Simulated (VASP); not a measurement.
Given:

```
BaTiO3
1.0
    4.09959     0.00000     0.00000
    0.00000     4.09959     0.00000
    0.00000     0.00000     4.09959
Ba Ti O
1 1 3
Direct
  0.00000   0.00000   0.00000
  0.50000   0.50000   0.50000
  0.50000   0.00000   0.50000
  0.00000   0.50000   0.50000
  0.50000   0.50000   0.00000
```

The numbers are results of revPBE GGA, VASP's PBE PAW potentials (set 64) (plane waves; VASP), not measurements. Settings: 520 eV cut-off, 6×6×6 Γ-centred mesh, Gaussian smearing of 0.050 eV, potentials Ba_sv Ti_sv O.

Unless said otherwise, spin-orbit coupling is left out, though it shifts the bands of the heavy elements here.

Problem. Predict the energy per atom (σ→0), pressure, band gap (on the k-mesh) with the smallest direct gap where there is one.

Solution. 
```yaml
band gap (on the k-mesh): 1.62 eV
smallest direct gap (on the k-mesh): 1.83 eV
energy per atom (σ→0): -7.637 eV/atom
pressure: -4.21 GPa
```

Only differences to runs with the same potentials and settings are physical.

The compound is BaTiO3 in the cubic perovskite structure, the ideal cubic form; the compound distorts at low or room temperature. This cell is one point of a volume scan, at 1.03 of the reference volume.
